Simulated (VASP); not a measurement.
Consider the following.

```xyz
1
Lattice="-1.6300 1.6300 1.6300 1.6300 -1.6300 1.6300 1.6300 1.6300 -1.6300" Properties=species:S:1:pos:R:3 pbc="T T T"
Ta     0.0000     0.0000     0.0000
```

These are LDA (Ceperley-Alder, Perdew-Zunger), VASP's LDA PAW potentials (set 64) (plane waves; VASP 6.6.1) values and carry that method's errors. Run with 520 eV cut-off, 14×14×14 Γ-centred mesh, first-order Methfessel-Paxton smearing of 0.10 eV, potentials Ta_pv.

Unless said otherwise, spin-orbit coupling is left out, though it shifts the bands of the heavy elements here.

### Question
What does the run give for the energy per atom (σ→0), band gap (on the k-mesh) with the smallest direct gap where there is one?

### Answer

| Item | Result |
|---|---|
| band gap (on the k-mesh) | none (metal, semimetal or under 0.01 eV) |
| energy per atom (σ→0) | -12.831 eV/atom |

The compound is Ta in the bcc structure. It was relaxed first. The start is the result of an earlier pass.
